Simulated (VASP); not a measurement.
Method: PBE GGA, VASP's PBE PAW potentials (set 64) (plane waves; VASP).

The input files of a VASP run:

INCAR:
```
! general
SYSTEM  = YN
PREC    = Accurate
ENCUT   = 520
LREAL   = .False.
LASPH   = .True.
ISYM    = -1

! electronic loop
EDIFF   = 1E-6
NELM    = 100
ALGO    = Normal
LMAXMIX = 4

! smearing
ISMEAR  = 0
SIGMA   = 0.05

! functional
GGA     = PE

! ions
ISIF    = 2

! output
LWAVE   = .False.
LCHARG  = .False.
```

File POSCAR:
```
YN
1
    0.0000000000     2.4400000000     2.4400000000
    2.4400000000     0.0000000000     2.4400000000
    2.4400000000     2.4400000000     0.0000000000
Y N
1 1
Direct
  0.0000000000   0.0000000000   0.0000000000
  0.5000000000   0.5000000000   0.5000000000
```

File KPOINTS:
```
Automatic mesh
0
Gamma
8 8 8
0 0 0
```

POTCAR, in this order: Y_sv N (PBE.64 set). Program: vasp_std.

Estimate the energy per atom (σ→0), pressure, band gap (on the k-mesh).

```json
{
 "energy per atom (σ→0)": "-9112 meV/atom",
 "band gap (on the k-mesh)": "0.18 eV",
 "pressure": "2.48 GPa"
}
```

### OSZICAR
```
...
DAV:   7    -0.182433967044E+02    0.15699E+00   -0.13325E+00 15708   0.877E+00    0.242E+01
DAV:   8    -0.182354663137E+02    0.79304E-02   -0.27659E-01 14912   0.500E+00    0.895E+00
DAV:   9    -0.182232541584E+02    0.12212E-01   -0.45939E-02 14964   0.184E+00    0.712E-01
DAV:  10    -0.182234033428E+02   -0.14918E-03   -0.76905E-04 15376   0.283E-01    0.628E-01
DAV:  11    -0.182236135983E+02   -0.21026E-03   -0.89244E-04 14184   0.330E-01    0.101E-01
DAV:  12    -0.182236017818E+02    0.11816E-04   -0.84448E-05 14844   0.842E-02    0.127E-01
DAV:  13    -0.182236013647E+02    0.41710E-06   -0.28768E-06 13916   0.175E-02
   1 F= -.18223601E+02 E0= -.18223594E+02  d E =-.148516E-04
```

The compound is YN in the rock salt structure. The cell was not relaxed at this level. The run is one of a series of settings (ISYM = -1 against the base run), some of them coarse on purpose.
